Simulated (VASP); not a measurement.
Given:

```
CELL_PARAMETERS angstrom
      4.15734     0.00000     0.00000
     -2.07867     3.60036     0.00000
      0.00000     0.00000     7.67483
ATOMIC_POSITIONS crystal
  La 0.00000 0.00000 0.00000
  La 0.00000 0.00000 0.50000
  Si 0.33333 0.66667 0.25000
  Si 0.66667 0.33333 0.75000
```

Computed with PBEsol GGA, VASP's PBE PAW potentials (set 64) (plane waves; VASP 6.6.1). Numerical set-up: 400 eV cut-off, Gaussian smearing of 0.050 eV, potentials La Si.

Q: Predict the band gap (along the path) with the smallest direct gap where there is one.

A: 
The band gap (along the path) is none (metal, semimetal or under 0.01 eV).

Only differences to runs with the same potentials and settings are physical.

The structure was generated: LaSi was put into the NiAs type type (P6_3/mmc), which need not be its known phase. It was relaxed first, which changed the volume by -27 %.
